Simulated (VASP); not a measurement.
```yaml
crystal:
  lattice:
    - [1.69065, -2.92828, 0.00000]
    - [1.69065, 2.92828, 0.00000]
    - [0.00000, 0.00000, 5.69894]
  atoms:
    - { symbol: Ti, position: [0.00000, 0.00000, 0.00000] }
    - { symbol: S, position: [0.33333, 0.66667, 0.25069] }
    - { symbol: S, position: [0.66667, 0.33333, 0.74931] }
```

The numbers are results of optB86b-vdW, VASP's PBE PAW potentials (set 64) (plane waves; VASP), not measurements. Settings: 520 eV cut-off, Gaussian smearing of 0.050 eV, potentials Ti_sv S.

Question: Give the energies of bands 7 to 15 at the high-symmetry points, in eV from the Fermi level.

Answer: 
```tsv
band	Γ	M	K	A	L	H
7	-5.41	-5.28	-4.30	-3.86	-5.37	-4.42
8	-2.74	-3.76	-4.14	-2.70	-4.53	-4.42
9	-2.74	-2.95	-4.14	-2.70	-2.87	-3.83
10	-0.05	-2.68	-2.67	-2.53	-2.81	-3.07
11	0.14	-2.63	-2.67	-0.04	-1.27	-2.24
12	0.14	-1.53	-2.37	-0.04	-1.19	-2.24
13	0.49	0.19	1.21	0.48	-0.10	1.23
14	0.49	1.56	1.81	0.48	1.55	1.47
15	0.86	1.99	1.81	1.51	1.96	1.47
```

It has no gap at this level: it comes out as a metal or semimetal.

The compound is TiS2 in the 1T layered structure. It was relaxed first.
